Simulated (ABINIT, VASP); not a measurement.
Input for VASP

### INCAR
```
! general
SYSTEM =InSb
PREC   =Accurate
ENCUT  =300
LREAL  =.False.
LASPH  =.True.   ! aspherical one-centre terms

! electronic loop
EDIFF  =1E-6   ! SCF stop (eV)
NELM   =100   ! most electronic steps
ALGO   =Normal
LMAXMIX=4

! smearing
ISMEAR =0   ! Gaussian
SIGMA  =0.2

! ions
ISIF   =2

! output
LWAVE  =.False.
LCHARG =.False.
```

**KPOINTS**
```
K-points
0
G
 6 6 3
0 0 0
```

### POSCAR
```
InSb
7.61630
  0.3036310282  -0.5255340520   0.0000000000
  0.3036310282   0.5255340520   0.0000000000
  0.0000000000   0.0000000000   1.0000000000
In Sb
2 2
Cartesian
  0.3036310282   0.1767055696   0.4881500000
  0.3036310282  -0.1767055696   0.9881500000
  0.3036310282   0.1739517712   0.8618500000
  0.3036310282  -0.1739517712   0.3618500000
```

POTCAR, in this order: In_d Sb (LDA.64 set). Program: vasp_std.

Question: Translate it to ABINIT.

Answer: One input that does it (LDA (PW92), norm-conserving pseudopotentials (PseudoDojo nc-sr-04 LDA standard)):
```
# InSb, PseudoDojo nc-sr-04 LDA standard
pp_dirpath "./"
pseudos "In.upf, Sb.upf"
acell 3*1.0
rprim
         4.3700767009   -7.5638650296    0.0000000000
         4.3700767009    7.5638650296    0.0000000000
         0.0000000000    0.0000000000   14.3927210830
natom 4
ntypat 2
znucl 49 51
typat 1 1 2 2
xred
         0.3318800000    0.6681200000    0.4881500000
         0.6681200000    0.3318800000    0.9881500000
         0.3345000000    0.6655000000    0.8618500000
         0.6655000000    0.3345000000    0.3618500000
ecut 42
occopt 7
tsmear 0.2 eV
nband 36
kptopt 1
ngkpt 6 6 3
nshiftk 1
shiftk 0 0 0
nstep 100
toldfe 1.0e-09
prtwf 0
prtden 0
```
Both are inputs of real runs that ended normally. What can't carry over is the choice of potentials or basis and its cut-off, and each code's defaults.

VASP's LDA is the Perdew-Zunger fit; the other code's may be Perdew-Wang, which differs slightly.

The structure comes from a computed database's InSb entry (Cmc2_1); how it stands against other phases isn't given here. The cell was not relaxed at this level, and it may have been scaled.
